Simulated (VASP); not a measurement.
Here is the system:

```
InP
1.0
    0.00000     2.92164     2.92164
    2.92164     0.00000     2.92164
    2.92164     2.92164     0.00000
In P
1 1
Direct
  0.00000   0.00000   0.00000
  0.25000   0.25000   0.25000
```

These are MS2 meta-GGA, VASP's PBE PAW potentials (set 64) (plane waves; VASP) values and carry that method's errors. Numerical set-up: 520 eV cut-off, 8×8×8 Γ-centred mesh, Gaussian smearing of 0.050 eV, potentials In_d P.

Question: Give the stress tensor in GPa (positive for a compressed cell).

Answer: 
```
2.28  0.00  0.00
0.00  2.28  0.00
0.00  0.00  2.28
```
The pressure is its mean diagonal, 2.28 GPa.

The compound is InP in the zinc blende structure. This cell is one point of a volume scan, at 0.97 of the reference volume.
